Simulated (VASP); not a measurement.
Input:

```
S2Si
1.0
   -2.79334     3.10635     5.47328
    2.79334    -3.10635     5.47328
    2.79334     3.10635    -5.47328
Si S
2 4
Direct
  0.00000   0.75000   0.75000
  0.00000   0.25000   0.25000
  0.70933   0.89445   0.81488
  0.07957   0.39445   0.68512
  0.92043   0.60555   0.31488
  0.29067   0.10555   0.18512
```

Computed with PBE GGA, VASP's PBE PAW potentials (set 64) (plane waves; VASP). Settings: 400 eV cut-off, 6×6×6 Γ-centred mesh, tetrahedra with Blöchl corrections, potentials Si S.

The cores are frozen, which limits the accuracy of field gradients. Without a dispersion term in the relaxation, distances and binding between the weakly bound layers, chains or molecules are unreliable, and so is what depends on them.

Give the principal components of the electric field gradient (V/Å²) and the asymmetry η at each nucleus.

```csv
atom,Vxx,Vyy,Vzz,η
Si1,3.3,2.5,-5.8,0.12
Si2,3.3,2.5,-5.8,0.12
S3,106.1,22.5,-128.5,0.65
S4,106.1,22.5,-128.5,0.65
S5,106.1,22.5,-128.5,0.65
S6,106.1,22.5,-128.5,0.65
```

The compound is SiS2 in the sg72 structure. It was relaxed first, which changed the volume by +27 %.
